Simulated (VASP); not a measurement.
A VASP calculation is set up with these files.

### INCAR
```
SYSTEM = Ag
PREC = Accurate
ENCUT = 400
EDIFF = 1E-6
NELM = 100
ALGO = Normal
LREAL = .FALSE.
LASPH = .TRUE.
ISMEAR = 1
SIGMA = 0.1
GGA = PE
LMAXMIX = 4
LWAVE = .FALSE.
LCHARG = .FALSE.
ISIF = 2
```

**POSCAR**
```
Ag
1
    2.6757320000     0.0000000000     0.0000000000
    0.0000000000     2.6757320000     0.0000000000
    0.0000000000     0.0000000000     2.6757320000
Ag
1
Direct
  0.0000000000   0.0000000000   0.0000000000
```

File KPOINTS:
```
Automatic mesh
0
Monkhorst-Pack
10 9 5
0 0 0
```

POTCAR, in this order: Ag (PBE.64 set). Program: vasp_std.

Output of the run:

standard output:
```
 POSCAR found type information on POSCAR Ag
 POSCAR found :  1 types and       1 ions
 Reading from existing POTCAR
 Reading from existing POTCAR
 LDA part: xc-table for (Slater+PW92), standard interpolation

 -----------------------------------------------------------------------------
|                                                                             |
|           W    W    AA    RRRRR   N    N  II  N    N   GGGG   !!!           |
|           W    W   A  A   R    R  NN   N  II  NN   N  G    G  !!!           |
|           W    W  A    A  R    R  N N  N  II  N N  N  G       !!!           |
|           W WW W  AAAAAA  RRRRR   N  N N  II  N  N N  G  GGG   !            |
|           WW  WW  A    A  R   R   N   NN  II  N   NN  G    G                |
|           W    W  A    A  R    R  N    N  II  N    N   GGGG   !!!           |
|                                                                             |
|     Your reciprocal lattice and k-lattice belong to different lattice       |
|     classes:                                                                |
|                                                                             |
|        The reciprocal lattice is simple cubic,                              |
|        whereas your k-lattice is simple orthorhombic.                       |
|                                                                             |
|     Results are often still useful ...                                      |
|                                                                             |
 -----------------------------------------------------------------------------

 POSCAR, INCAR and KPOINTS ok, starting setup
 WAVECAR not read
 entering main loop
       N       E                     dE             d eps       ncg     rms          rms(c)
DAV:   1     0.341954166404E+02    0.34195E+02   -0.48789E+03  1494   0.863E+02
DAV:   2    -0.229350499423E+01   -0.36489E+02   -0.34634E+02  1386   0.177E+02
DAV:   3    -0.254809632409E+01   -0.25459E+00   -0.25453E+00  1595   0.181E+01
DAV:   4    -0.254870921790E+01   -0.61289E-03   -0.61288E-03  1493   0.810E-01
DAV:   5    -0.254871504240E+01   -0.58245E-05   -0.58252E-05  1481   0.714E-02    0.471E+00
DAV:   6    -0.234831111260E+01    0.20040E+00   -0.93848E-01  1378   0.103E+01    0.311E+00
DAV:   7    -0.234004761001E+01    0.82635E-02   -0.98781E-03  1453   0.102E+00    0.173E+00
DAV:   8    -0.233710670894E+01    0.29409E-02   -0.91685E-04  1392   0.289E-01    0.586E-02
DAV:   9    -0.233711685247E+01   -0.10144E-04   -0.11536E-05  1565   0.323E-02    0.117E-02
DAV:  10    -0.233712338302E+01   -0.65306E-05   -0.48972E-06  1458   0.245E-02    0.500E-03
DAV:  11    -0.233712295668E+01    0.42634E-06   -0.15406E-07   727   0.429E-03
   1 F= -.23371230E+01 E0= -.23372091E+01  d E =0.258384E-03
```

OUTCAR:
```
------------------------ aborting loop because EDIFF is reached ----------------------------------------
  FORCE on cell =-STRESS in cart. coord.  units (eV):
  Direction    XX          YY          ZZ          XY          YZ          ZX
  --------------------------------------------------------------------------------------
  Total        0.8124580      0.8124580      0.8124580      0.0000000      0.0000000     -0.0000000
  in kB       67.9490889     67.9490889     67.9490889      0.0000000      0.0000000     -0.0000000
  external PRESSURE =      67.9490889 kB  Pullay stress =       0.0000000 kB
  volume of cell :       19.16
      direct lattice vectors                 reciprocal lattice vectors
     2.675732000  0.000000000  0.000000000     0.373729507  0.000000000  0.000000000
     0.000000000  2.675732000  0.000000000     0.000000000  0.373729507  0.000000000
     0.000000000  0.000000000  2.675732000     0.000000000  0.000000000  0.373729507
 POSITION                                       TOTAL-FORCE (eV/Angst)
 -----------------------------------------------------------------------------------
      0.00000      0.00000      0.00000         0.000000      0.000000      0.000000
 -----------------------------------------------------------------------------------
    total drift:                               -0.000000      0.000000      0.000000
  FREE ENERGIE OF THE ION-ELECTRON SYSTEM (eV)
  ---------------------------------------------------
  free  energy   TOTEN  =        -2.3371229567 eV

  energy  without entropy=       -2.3373813411  energy(sigma->0) =       -2.33720908
```
(Selected blocks of OUTCAR.)

Problem. Read input and log: which fault does this run have?
(A) IBRION is misspelt, so VASP ignores the line and takes its default
(B) the lattice vectors carry noise near SYMPREC
(C) Methfessel-Paxton smearing was used on a material with a gap
(D) the mesh has unequal divisions along equivalent axes and breaks the lattice's symmetry

Solution. D, the mesh has unequal divisions along equivalent axes and breaks the lattice's symmetry. The run ends without an error. Against the sound run, the energy per atom (σ→0) goes up by 0.014 eV/atom; the pressure goes up by 0.22 GPa.

To mend it, correct KPOINTS.
KPOINTS:
```
Automatic mesh
0
Gamma
10 10 10
0 0 0
```
The mended run (PBE GGA, plane waves, VASP's PBE PAW potentials (set 64)) converges, and its OSZICAR ends with
```
   1 F= -.23518707E+01 E0= -.23515041E+01  d E =-.110000E-02
```

The structure was generated: Ag was put into the simple-cubic type (Pm-3m), which need not be its known phase. The cell was not relaxed at this level.
